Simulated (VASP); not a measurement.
CoS, 4 atoms in the cell. Symmetry: Pm-3m, No. 221, cubic system. Conventional cell: a = 3.110 Å, b = 3.110 Å, c = 3.110 Å, α = 90.00°, β = 90.00°, γ = 90.00°. Around Co (site symmetry m-3m) lie 8 S at 2.69 Å. Around S (site symmetry m-3m) lie 8 Co at 2.69 Å. Measurements of this composition are mostly on another form, of space group No. 194.

| Property | Result |
| --- | --- |
| Program | VASP 6.6.1 |
| Task | single point |
| Functional | LDA |
| Potentials or basis | VASP PAW LDA potentials, release 64 (Co, S) |
| Cutoff | 520 eV |
| k mesh | 5 × 5 × 5 |
| Occupations | gaussian, width 0.05 eV |
| Spin | collinear spin, antiferromagnetic start |
| Starting moments | [2.0, -2.0, 0.0, 0.0] μB |
| Hubbard terms | Co d U = 5 eV |
| Supercell matrix | [0, 1, 1, 1, 0, 1, 1, 1, 0] |
| Further INCAR settings | ALGO = Normal; EDIFF = 1e-06; NBANDS = 27 |

Potentials or basis: VASP PAW LDA potentials, release 64 (Co, S).

The run is started by

```bash
$ cat potpaw_LDA.64/Co/POTCAR potpaw_LDA.64/S/POTCAR > POTCAR
$ mpirun -np 1 vasp_std > vasp.out
```

Hardware: 1 thread of Intel(R) Xeon(R) 6975P-C (Granite Rapids) (shared host).

How long does it take, and how much memory?

It took 37 s on 1 thread of Intel(R) Xeon(R) 6975P-C (Granite Rapids), on a shared host, peak memory 0.18 GiB. Counts: scf iterations 17, k points 10.
